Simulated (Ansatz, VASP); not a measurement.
**HPbNO4 in VASP and in Ansatz**

```
H Pb N O
1.0
     4.27531   -0.00040    0.00636
    -2.08399    5.20775   -0.04907
    -2.12377   -1.86574    4.91491
H Pb N O
1 1 1 4
Direct
  0.99073 0.03330 0.90994
  0.50274 0.81989 0.14287
  0.00838 0.47408 0.50265
  0.99816 0.92741 0.02877
  0.19467 0.73435 0.60852
  0.81673 0.35882 0.24556
  0.01381 0.33121 0.65217
```

The cell was built by a generator and needn't be a form met in nature.

Alike in both runs: functional PBE; k mesh 8 × 6 × 6; occupations fermi-dirac, width 0.05 eV; no spin polarisation.

|  | VASP | Ansatz |
| --- | --- | --- |
| version | VASP 6.6.1 | Ansatz 0.2.0 |
| potentials or method | VASP PAW PBE potentials, release 64 (H, Pb_d, N, O) | Ansatz PAW |
| plane-wave cutoff (eV) | 520 | 420 |
| valence electrons in the cell | 44 | 44 |
| task | optical spectrum | single point |

|  | VASP | Ansatz | Ansatz less VASP |
| --- | --- | --- | --- |
| gap on the k mesh at the Fermi level (eV) | 2.79 | 2.82 | +0.031 |
| least direct gap on the mesh (eV) | 3.13 | 3.16 | +0.031 |
| pressure (GPa) | 0.6 | 0.0 | -0.58 |
| largest component of the traceless stress (GPa) | 0.76 | 0.02 | -0.738 |
| rms of the force components (eV/Å) | 0.149 | 0.001 | -0.1472 |

Atom by atom the forces differ by 0.149 eV/Å (rms over components). One of these differences is far larger than is usual between the two programs; its cause wasn't traced. The functional is the same, so the differences come from potentials, cutoffs and numerics.

Caveats: spin-orbit coupling is left out, which as a rule narrows the gap of such compounds by several tenths of an eV; spectra need much finer meshes, so this one isn't converged (VASP); independent-particle spectra lack excitons (VASP); the pressure holds a Pulay correction of +0.6 GPa for the finite cutoff (Ansatz). A k mesh can miss the band edges.
